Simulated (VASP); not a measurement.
Given:

```
CELL_PARAMETERS angstrom
      2.89269     0.00000     0.00000
      0.00000     2.89269     0.00000
      0.00000     0.00000     2.89269
ATOMIC_POSITIONS crystal
  Al 0.50000 0.50000 0.50000
  Ni 0.00000 0.00000 0.00000
```

Computed with PBE GGA, VASP's PBE PAW potentials (set 64) (plane waves; VASP 6.6.1). Numerical set-up: 480 eV cut-off, 12×12×12 Γ-centred mesh, first-order Methfessel-Paxton smearing of 0.10 eV, potentials Al Ni.

Energy and stress use the plane-wave basis of the starting cell.

Task: The ions, cell shape and volume at an external pressure of 10.0 GPa are relaxed. Give the cell that the relaxation ends in.

Result: 
```
CELL_PARAMETERS angstrom
      2.84051     0.00000     0.00000
      0.00000     2.84051     0.00000
      0.00000     0.00000     2.84051
ATOMIC_POSITIONS crystal
  Al 0.50000 0.50000 0.50000
  Ni 0.00000 0.00000 0.00000
```
Space group Pm-3m (221), at a tolerance of 0.03 Å.

Task: How do energy and volume change from the first to the last step?

Result: The energy (σ→0) changes by +19.1 meV/atom and the volume by -5.3 %, in 3 ionic steps.

The compound is NiAl in the CsCl type structure. This run relaxes it under an external pressure of 10 GPa. Symmetry was kept, so distortions that lower it aren't found. The run is not spin-polarised, so no magnetic state was tried. The electron count is odd and the run is not spin-polarised, which forces a metal.
